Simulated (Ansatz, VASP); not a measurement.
**Zr (Zirconium): VASP beside Ansatz**

Aim: how closely do two programs agree when they are given the same cell, functional and k mesh? The cell is taken from a series of runs on this material, whose earlier steps may have relaxed, scaled, displaced or heated it; both programs get it as it stands.

Main program and level: Ansatz 0.2.0; plane waves, with VASP 6.6.1 beside it; single point at PBEsol with D3(BJ).

**1. Set-up**

Symmetry: P6_3/mmc, No. 194, hexagonal system. The conventional cell has a = 3.115 Å, b = 3.115 Å, c = 5.034 Å, α = 90.00°, β = 90.00°, γ = 120.00°. Nearest to Zr lie 12 Zr at 3.09 to 3.12 Å.

As a file:

```
Zr
1.0
     3.11517    0.00000    0.00000
    -1.55759    2.69782    0.00000
     0.00000    0.00000    5.03411
Zr
2
Direct
  0.66667 0.33333 0.75000
  0.33333 0.66667 0.25000
```

**2. VASP: single point, PBEsol with D3(BJ)**

A single point gives forces, pressure and levels at one fixed geometry, so differences don't come from the geometry; what else differs is listed under the comparison.

Lines of VASP's logs that name or quote its potential files are left out, and so is its time.

The input, INCAR:

```
SYSTEM = Zr
PREC = Accurate
ENCUT = 560
EDIFF = 1E-06
NELM = 100
ISMEAR = 1
SIGMA = 0.1
LREAL = .FALSE.
ALGO = Normal
GGA = PS
IVDW = 12
NBANDS = 18
LORBIT = 11
LWAVE = .FALSE.
LCHARG = .FALSE.
KPAR = 2
ISIF = 2
```

The input, POSCAR:

```
Zr
1.0
    3.1151725900      0.0000000000      0.0000000000
   -1.5575862900      2.6978186000      0.0000000000
    0.0000000000      0.0000000000      5.0341149700
Zr
2
Direct
    0.6666666700      0.3333333300      0.7500000000
    0.3333333300      0.6666666700      0.2500000000
```

The input, KPOINTS:

```
Automatic mesh
0
Gamma
10 10 6
0 0 0
```

PAW data sets: Zr_sv_GW (PBE family, release 64).

On the command line:

```bash
$ mpirun -np 2 vasp_std
```

Numbers of over 12 decimals in the logs are rounded to 6 here.

Log:

```text
[banner, memory and clock lines left out]
running    2 mpi-ranks, on    1 nodes
 distrk:  each k-point on    1 cores,    2 groups
 distr:  one band on    1 cores,    1 groups

 POSCAR found type information on POSCAR Zr
 POSCAR found :  1 types and       2 ions
|                                                                             |
|               ----> ADVICE to this user running VASP <----                  |
|                                                                             |
|     You enforced a specific xc type in the INCAR file but a different       |
|     [... a line on the potential file left out ...]
|     I HOPE YOU KNOW WHAT YOU ARE DOING!                                     |
|                                                                             |

 LDA part: xc-table for (Slater+PW92), standard interpolation
 POSCAR, INCAR and KPOINTS ok, starting setup
 FFT: planning ... GRIDC
 FFT: planning ... GRID_SOFT
 FFT: planning ... GRID
 WAVECAR not read
 entering main loop
       N       E                     dE             d eps       ncg     rms          rms(c)
DAV:   1     0.235191522570E+03    0.23519E+03   -0.14460E+04  2016   0.139E+03
DAV:   2    -0.545965080278E+01   -0.24065E+03   -0.23681E+03  3404   0.515E+02
DAV:   3    -0.223951356597E+02   -0.16935E+02   -0.16737E+02  2910   0.117E+02
DAV:   4    -0.228769345770E+02   -0.48180E+00   -0.47988E+00  3090   0.251E+01
DAV:   5    -0.228871380451E+02   -0.10203E-01   -0.10181E-01  2866   0.299E+00    0.525E+00
DAV:   6    -0.219029440916E+02    0.98419E+00   -0.14041E+00  2734   0.973E+00    0.283E+00
DAV:   7    -0.216619455540E+02    0.24100E+00   -0.10110E+00  2730   0.716E+00    0.915E-01
DAV:   8    -0.216567325981E+02    0.52130E-02   -0.52192E-02  2730   0.351E+00    0.166E-01
DAV:   9    -0.216556471665E+02    0.10854E-02   -0.27408E-03  2924   0.750E-01    0.638E-02
DAV:  10    -0.216556337044E+02    0.13462E-04   -0.11821E-03  2894   0.266E-01    0.317E-02
DAV:  11    -0.216555940969E+02    0.39607E-04   -0.18845E-04  2784   0.153E-01    0.239E-03
DAV:  12    -0.216555945909E+02   -0.49398E-06   -0.48173E-06  2776   0.318E-02
   1 F= -.22924323E+02 E0= -.22924667E+02  d E =0.103368E-02
```

From OUTCAR (step 2):

```text
ion  position               nearest neighbor table
   1  0.667  0.333  0.750-
   2  0.333  0.667  0.250-

  LATTYP: Found a hexagonal cell.
 ALAT       =     3.1151725900
 C/A-ratio  =     1.6159987367

 Subroutine GETGRP returns: Found 24 space group operations
 (whereof 12 operations were pure point group operations)

The static configuration has the point symmetry D_3d.
 The point group associated with its full space group is D_6h.

 Found     56 irreducible k-points:

   k-points           NKPTS =     56   k-points in BZ     NKDIM =     56   number of bands    NBANDS=     18

   dimension x,y,z NGX =    24 NGY =   24 NGZ =   40
   dimension x,y,z NGXF=    48 NGYF=   48 NGZF=   80

   ENCUT  =  560.0 eV  41.16 Ry    6.42 a.u.   6.01  6.01  9.71*2*pi/ulx,y,z

   NELECT =      24.0000    total number of electrons

 k-points in reciprocal lattice and weights: Automatic mesh
   0.00000000  0.00000000  0.00000000       0.002
   0.10000000  0.00000000  0.00000000       0.010
   0.20000000  0.00000000  0.00000000       0.010
   0.30000000  0.00000000  0.00000000       0.010
   0.40000000  0.00000000  0.00000000       0.010
   0.50000000  0.00000000  0.00000000       0.005
   0.10000000  0.10000000  0.00000000       0.010
   0.20000000  0.10000000  0.00000000       0.020
   0.30000000  0.10000000  0.00000000       0.020
[...]
0.40000000  0.20000000  0.50000000       0.010
   0.30000000  0.30000000  0.50000000       0.010

 average (electrostatic) potential at core
       1 -97.2390       2 -97.2390

 E-fermi :   9.8870

 k-point     1 :       0.0000    0.0000    0.0000
  band No.  band energies     occupation
    ...
      6     -16.0727      2.00000
      7     -16.0522      2.00000
      8     -16.0522      2.00000
      9       4.0698      2.00000
     10       6.5736      2.00000
     11      10.7702     -0.00000
     12      10.7702     -0.00000
     13      10.7863     -0.00000
     14      11.3488     -0.00000
     15      11.5259     -0.00000
    ...

 k-point     2 :       0.1000    0.0000    0.0000
  band No.  band energies     occupation
    ...
      6     -16.1523      2.00000
      7     -16.0890      2.00000
      8     -16.0652      2.00000
      9       4.3844      2.00000
     10       6.8628      2.00000
     11      10.1155     -0.00573
     12      10.6930     -0.00000
     13      11.0666     -0.00000
     14      11.1916     -0.00000
     15      11.3491     -0.00000
    ...

 k-point     3 :       0.2000    0.0000    0.0000
  band No.  band energies     occupation
    ...
      8     -16.1023      2.00000
      9       5.2232      2.00000
     10       7.4888      2.00000
     11       9.4280      2.00000
     12       9.4604      2.00000
     13      10.6826     -0.00000
     14      11.4723     -0.00000
     15      11.5123     -0.00000
     16      11.9264      0.00000
     17      12.0377      0.00000
    ...

 Edisp (eV)   -1.26873

  Total       0.24709     0.24709     0.26502     0.00000    -0.00000     0.00000
  in kB       9.35718     9.35718    10.03637     0.00000    -0.00000     0.00000
  external pressure =        9.58 kB  Pullay stress =        0.00 kB

  energy-cutoff  :      560.00
  volume of cell :       42.31
      direct lattice vectors                 reciprocal lattice vectors
     3.115172590  0.000000000  0.000000000     0.321009501  0.185334921  0.000000000
    -1.557586290  2.697818600  0.000000000     0.000000000  0.370669844  0.000000000
     0.000000000  0.000000000  5.034114970     0.000000000  0.000000000  0.198644649

 POSITION                                       TOTAL-FORCE (eV/Angst)
 -----------------------------------------------------------------------------------
      1.55759      0.89927      3.77559        -0.000000     -0.000000      0.000000
     -0.00000      1.79855      1.25853         0.000000      0.000000      0.000000
 -----------------------------------------------------------------------------------
    total drift:                               -0.000012      0.000007     -0.000000

  FREE ENERGIE OF THE ION-ELECTRON SYSTEM (eV)
  ---------------------------------------------------
  free  energy   TOTEN  =       -22.9243225136 eV

  energy  without entropy=      -22.9253561947  energy(sigma->0) =      -22.92466707

 total charge
# of ion       s       p       d       f       tot
--------------------------------------------------
    1        2.872   5.639   1.214   0.006   9.730
    2        2.872   5.639   1.214   0.006   9.730
--------------------------------------------------
tot          5.744  11.278   2.427   0.011  19.460

[... 3 further parts left out ...]
```

The run ends at a pressure of 0.96 GPa.

**3. Ansatz: single point, PBEsol with D3(BJ)**

Ansatz runs on its default PAW (the set named soft_2) files.

The same cell, functional, mesh and smearing now go to Ansatz, which takes its cutoff from its data sets.

The input, input.yaml:

```yaml
crystal:
  lattice:
    - [3.11517259, 0.0, 0.0]
    - [-1.55758629, 2.6978186, 0.0]
    - [0.0, 0.0, 5.03411497]
  atoms:
    - { symbol: Zr, position: [0.66666667, 0.33333333, 0.75] }
    - { symbol: Zr, position: [0.33333333, 0.66666667, 0.25] }
hamiltonian:
  xc: pbesol
  pseudopotentials: { kind: paw }
  dispersion: d3bj
kpoints:
  mp_grid: { grid: [10, 10, 6] }
scf:
  occupations: { method: methfessel_paxton, width: 0.1 }
  n_extra_bands: 4
output:
  forces: true
  stress: true
  eigenvalues: true
```

On the command line:

```bash
$ ansatz run input.yaml --threads 2 --pin off --max-ram 4608MiB --backend cpu --events-out ev --progress --plain --runs-dir out
```

Log:

```text
scf.n_extra_bands = 4 over 12 filled bands (N_el = 24.0): the run solves 16 bands
Engine: ansatz 0.2.0, aarch64-unknown-linux-gnu
Pseudopotentials: kind: paw
Pseudopotential: Zr, paw, valence charge 12, recommended cutoff 420 eV (normal), Zr.paw.azcp
Functional definition: PBEsol
  exchange = pbesol_x
  correlation = pbesol_c
Crystal: 2 atoms, lattice volume = 42.308 Å³
Basis set: ecut = 420 eV, 833 PW (Γ), exchange–correlation on 48×48×72 points (8 copies of the dense FFT grid, shifted against one another)
Bands: 16, of which v1, the nominal top of the filled ones, is band 12 counted from 1 (11 counted from 0)
Symmetry: 24 space group operations
Space group: P63/mmc (ITA 194), of the structure as read, at distance tolerance 3.5e-5 Å
k-points: 56 of 600
Non-local potential: Zr, projectors of the file, l = 0: 3, l = 1: 2, l = 2: 2, l = 3: 2
PAW form: soft (Blöchl's): semilocal exchange-correlation on the pseudo side does not see the compensation charge
PAW frozen core: Zr, regenerated for the run's functional, and the local potential with it (the file was generated under x = pbe(κ = 0.804, μ = 0.219515), c = pbe(β = 0.066725))
PAW one-centre angular grid: Zr, 590 points (default); XC on 64 Gauss nodes
Initial density: superposition of atomic densities (neutral atoms: chi_scale 0, normalization atom), corrected by the library's trained network
Initial wavefunctions: pseudopotential atomic-orbital guess
Functional: x = pbesol(κ = 0.804, μ = 0.123457), c = pbesol(β = 0.046)
SCF iter   1: F=—  HF=-8258.497036 eV  |F-HF|=—  |Δ(HF+E_count)|=         —  Δρ=3.71e-3  dr2=2.36e-3  ethr=1.77e-3  ⟨swp⟩=4.9  Hψ=3815  notcnv=0
preconditioner: auto → none  [metal: Δε(μ)=0.058 eV  Ē_g=3.409 eV  σ=0.100 eV  W_gap=0.47  n_scr=8 (ndim 8)  ℏωp=16.1 eV  f_vac=0.000  D(μ)=1.39/eV (n_scr^D=8)  sad-step TF]
SCF iter   2: F=—  HF=-8258.496137 eV  |F-HF|=—  |Δ(HF+E_count)|=   8.99e-4  S|Δr|=    0.00e0  Δρ=2.14e-3  dr2=7.77e-4  ethr=9.83e-6  ⟨swp⟩=2.8  Hψ=1942  notcnv=0
SCF iter   3: F=—  HF=-8258.496200 eV  |F-HF|=—  |Δ(HF+E_count)|=   6.36e-5  S|Δr|=    0.00e0  Δρ=3.02e-4  dr2=3.39e-5  ethr=3.24e-6  ⟨swp⟩=2.2  Hψ=1067  notcnv=0
SCF iter   4: F=—  HF=-8258.496180 eV  |F-HF|=—  |Δ(HF+E_count)|=   2.04e-5  S|Δr|=    0.00e0  Δρ=8.41e-5  dr2=1.22e-6  ethr=1.41e-7  ⟨swp⟩=2.2  Hψ=1388  notcnv=0
SCF iter   5: F=-8258.496180 eV  HF=-8258.496180 eV  |F-HF|=4.38e-8  |Δ(HF+E_count)|=   2.91e-7  S|Δr|=    0.00e0  Δρ=1.46e-5  dr2=5.99e-8  ethr=4.17e-10  ⟨swp⟩=5.2  Hψ=4039  notcnv=0
SCF 1 converged in 5 iterations: F = -8258.496180 eV  dr2 = 5.99e-8
  greatest PAW one-centre occupation: 0.997 electrons in one spin orbital (limit 2), on the Zr atom at site 1 (counted from 0), in its partial waves of l = 0
SCF converged after 5 iterations
Stability not checked: this state was not tested for a lower state beside it, because cold or Methfessel-Paxton smearing, or corrected tetrahedra, fill the levels in a way that the test cannot read (fill_not_monotonic; see scf.lower_state_search)
Free energy (F): -8258.496180 eV
Harris-Foulkes:  -8258.496180 eV  (|F-HF|=4.38e-8)
Internal energy: -8258.497204 eV  (E = F + TS)
E sigma→0 (E₀):  -8258.496436 eV
Entropy (-TS):   0.001024 eV (0.512 meV/atom)
Fermi energy:    15.497665 eV
--- Per-component energies (eV) ---
  E_band       = -154.565632
  E_kinetic    = 670.587521
  E_local      = -1166.030520  (includes V_loc(G=0)·N_el)
  E_nonlocal   = 165.348847
  E_hartree    = 361.168538
  E_xc         = -322.337159
  E_vxc        = -382.597915  (∫ρ·V_xc dr)
  E_paw        = -5800.927115  (= ΣΔE_a)
  E_vpaw       = -164.202719  (= ΣTr[D̂ρ^β])
  E_aug_tail   = 0.000048  (compensation charges beyond the density's cutoff)
  E_ewald      = -2165.369646
  E_disp       = -1.269159  (pairwise vdW)
  E_core_change = 0.331441  (= ΣΔE_core)
  E_smearing   = 0.001024  (= −TS)
  E_closure    = 0.000000  (closes the sum)
  Σ components = -8258.496180   (vs F -8258.496180, Δ=0.00e0)
--- Forces (eV/Å), atoms counted from 1 ---
  atom   1  Zr    -0.00000000     0.00000000     0.00000000
  atom   2  Zr     0.00000000    -0.00000000     0.00000000
  max |Σ_I F_I| component: 9.25e-18 eV/Å
--- Stress (GPa, compression-positive) ---
        1.396535       0.000000       0.000000
        0.000000       1.396535       0.000000
        0.000000       0.000000       1.465198
  P = ⅓ Tr σ = 1.4194 GPa (14.194 kbar)
--- Band table (eV; the first three rows and the last of 56) ---
  k-point 0: bands = [... 8 lower, 9.6774, 12.1823, 16.3801, 16.3801, 16.3955, 16.9622, 17.1356, 17.1356]
  k-point 1: bands = [... 8 lower, 9.9304, 12.1902, 16.2089, 16.2769, 16.2769, 16.5032, 16.9594, 16.9594]
  k-point 2: bands = [... 8 lower, 10.6144, 12.0576, 15.7156, 15.7790, 16.1930, 16.1930, 16.6003, 16.6003]
  k-point 55: bands = [... 8 lower, 13.5576, 13.5576, 14.4072, 14.4072, 15.5429, 15.5429, 17.6059, 17.6059]
```

The column dr2 measures how far the density is from self-consistency, as an energy; F and HF (Harris–Foulkes) agree once it is small.

The run ends at a pressure of 1.42 GPa.

**4. Side by side**

Known differences besides the potentials themselves: the cutoff is 420 eV in Ansatz and 560 eV in VASP; Ansatz makes its cores anew for this functional, VASP keeps those of its PBE data sets; VASP leaves aspherical gradient terms in its spheres out (LASPH is not set), Ansatz keeps them. Total energies have different zeros and are not compared.

Compared:

| quantity | Ansatz | VASP | difference |
| --- | --- | --- | --- |
| pressure (GPa) | 1.42 | 0.96 | +0.46 |

**5. Results**

```
difference in pressure (single point, PBEsol with D3(BJ)) : 0.46 GPa
```

**Reading.** The difference in pressure is 0.46 GPa (single point, PBEsol with D3(BJ)), within the 1 GPa picked in this series as the mark of a large difference. How closely two codes agree says nothing of how well the functional describes the real material.

[Lines on the potential files, build, host, timing and source positions are cut from VASP's logs without a mark.]

[Logs are printed without paths, hosts, clocks, repeated set-up lines and the standing remarks that a program may print on its own settings, such as how far it seeks lower states.]

[Hosts, paths, dates, database ids (printed as entryN), source tags and the programs' standing remarks are cut or masked in the printed files.]
